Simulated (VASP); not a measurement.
An input for Ansatz (written as the equivalent of a VASP run, and not itself run):

Ansatz 0.2 input:
```yaml
crystal:
  lattice:
    - [1.9203767, -3.3428211, 0.0000000]
    - [1.9203767, 3.3428211, 0.0000000]
    - [0.0000000, 0.0000000, 6.4961349]
  atoms:
    - { symbol: Sn, position: [0.0000000, 0.0000000, 0.0000000] }
    - { symbol: Se, position: [0.3333330, 0.6666670, 0.2421642] }
    - { symbol: Se, position: [0.6666670, 0.3333330, 0.7578358] }
kpoints:
  mp_grid: { grid: [6, 6, 4] }
hamiltonian:
  xc: r2scan
  pseudopotentials: { kind: paw }
scf:
  occupations: { method: gaussian, width: 0.05 }
  max_iter: 100
relax:
  max_steps: 30
  f_tol: 0.01
output: { forces: true, stress: true, eigenvalues: true }
```

### Question
Write the VASP files for the same calculation (r2SCAN).

### Answer
Several could match; the one computed here: 
POSCAR:
```
SnSe2
1
    1.9203766617    -3.3428211152     0.0000000000
    1.9203766617     3.3428211152     0.0000000000
    0.0000000000     0.0000000000     6.4961349383
Sn Se
1 2
Direct
  0.0000000000   0.0000000000   0.0000000000
  0.3333330000   0.6666670000   0.2421642431
  0.6666670000   0.3333330000   0.7578357569
```

**INCAR**
```
SYSTEM = SnSe2
PREC = Accurate
ENCUT = 480
EDIFF = 1E-7
NELM = 100
ALGO = Normal
LREAL = .FALSE.
LASPH = .TRUE.
ISMEAR = 0
SIGMA = 0.05
METAGGA = R2SCAN
LMIXTAU = .TRUE.
LMAXMIX = 4
LWAVE = .FALSE.
LCHARG = .FALSE.
ISIF = 2
IBRION = 2
NSW = 30
EDIFFG = -0.01
```

**KPOINTS**
```
Automatic mesh
0
Gamma
6 6 4
0 0 0
```

POTCAR, in this order: Sn_d Se (PBE.64 set). Program: vasp_std.

What does not carry over: each code has its own PAW files, so the cut-off isn't converted (ENCUT is set for VASP's; basis.ecutwfc is left out, and Ansatz then takes the one that its files recommend); Ansatz stops its SCF on the density residual and VASP on the energy change (EDIFF).

The compound is SnSe2 in the 1T layered structure. This cell was strained or had an atom moved on purpose. Symmetry was kept, so distortions that lower it aren't found.
